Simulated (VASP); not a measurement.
Energy against volume of Li2S (antifluorite). Level of theory: AM05 GGA, VASP's PBE PAW potentials (set 64) (plane waves; VASP 6.6.1).

```
V (Å³/atom)  E (eV/atom)
-----------  -----------
14.435          -3.96728
14.896          -3.97303
15.357          -3.97482
15.817          -3.97313
16.278          -3.96851
```

Problem. Fit a third-order Birch-Murnaghan equation of state.

Solution. 
The volume per atom comes out as 15.35 Å^3/atom and the bulk modulus is 39.8 GPa. The pressure derivative of the bulk modulus comes out as 3.83 and the lattice constant a is 5.690 Å.

Measured: a 5.716 Å at 293 K (computed value off by -0.5 %), as given by F. Kubel et al., Zeitschrift für Kristallographie - New Crystal Structures (1999), doi:10.1515/ncrs-1999-0303. The calculation is for a static lattice, while the measured a holds thermal and zero-point effects, which are part of the difference.

The compound is Li2S in the antifluorite structure. It was relaxed first.
